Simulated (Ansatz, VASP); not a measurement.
# InCo2N2: VASP beside Ansatz

INCAR

```
SYSTEM = InCo2N2
ALGO = Fast ; EDIFF = 1E-6
ENCUT = 520 ; GGA = PE
ISIF = 2 ; ISMEAR = 1
LASPH = .TRUE. ; LCHARG = .TRUE.
LELF = .TRUE. ; LREAL = .FALSE.
LVHAR = .TRUE. ; LWAVE = .FALSE.
NBANDS = 28 ; NELM = 100
PREC = Accurate ; SIGMA = 0.008
```

The input KPOINTS:

```
k-points
0
G
  2 2 1
  0 0 0
```

File POSCAR:

```
InCo2N2
1.0
    2.7259591304     -1.5805455775      0.0000000000
    2.7259591304      1.5805455775      0.0000000000
   -1.9522687403      0.0000000000      7.5446777696
In Co N
1 2 2
Direct
    0.8580000000      1.2780000000      1.2450000000
    0.7306610000      1.1506610000      0.8531050000
    0.9853390000      1.4053390000      1.6368950000
    0.6353840000      1.0553840000      1.5899930000
    1.0806160000      1.5006160000      0.9000070000
```

Input for Ansatz:

```yaml
crystal:
  lattice:
    - [2.7259591304, -1.5805455775, 0.0]
    - [2.7259591304, 1.5805455775, 0.0]
    - [-1.9522687403, 0.0, 7.5446777696]
  atoms:
    - { symbol: In, position: [0.858, 1.278, 1.245] }
    - { symbol: Co, position: [0.730661, 1.150661, 0.853105] }
    - { symbol: Co, position: [0.985339, 1.405339, 1.636895] }
    - { symbol: "N", position: [0.635384, 1.055384, 1.589993] }
    - { symbol: "N", position: [1.080616, 1.500616, 0.900007] }
basis:
  ecutwfc: 420
kpoints:
  mp_grid: { grid: [2, 2, 1] }
hamiltonian:
  xc: pbe
scf:
  occupations: { method: cold, width: 0.008 }
  n_extra_bands: 12
  eigensolver: { mixed_precision: false }
  max_iter: 30
  convergence: { dr2_threshold: "1e-11 eV" }
output:
  forces: true
  stress: true
  eigenvalues: true
```

Alike in both runs: task single point; functional PBE; k mesh 2 × 2 × 1; no spin polarisation.

|  | VASP | Ansatz |
| --- | --- | --- |
| version | VASP 6.6.1 | Ansatz 0.2.0 |
| potentials or method | VASP PAW PBE potentials, release 64 (In_d, Co, N) | scalar-relativistic, plane waves, PAW |
| plane-wave cutoff (eV) | 520 | 420 |
| occupations | methfessel-paxton of order 1, width 0.008 eV | cold, width 0.008 eV |
| valence electrons in the cell | 41 | 57 |

```csv
,VASP,Ansatz,Ansatz less VASP
gap on the k mesh at the Fermi level (eV),none,none,-
pressure (GPa),-6.8,-6.6,+0.12
largest component of the traceless stress (GPa),6.70,6.60,-0.096
rms of the force components (eV/Å),0.737,0.759,+0.0228
```

Atom by atom the forces differ by 0.026 eV/Å (rms over components). A gap of «none» marks a metal or a gap that the smearing closes. The two sets of potentials don't hold the same shells in valence.

Caveats: the k mesh is coarse (spacing up to 1.16 Å⁻¹), so the values aren't converged; the run has no spin polarisation, though such a crystal can be magnetic; forces of over 1 eV/Å show positions far from the minimum, so gaps and moduli don't describe the material at rest. Spin polarisation is off, so any magnetic state and its effect on volume and gap are missing. With open d or f shells a metallic result of PBE can be an artefact of self-interaction; +U or a hybrid may open a gap.
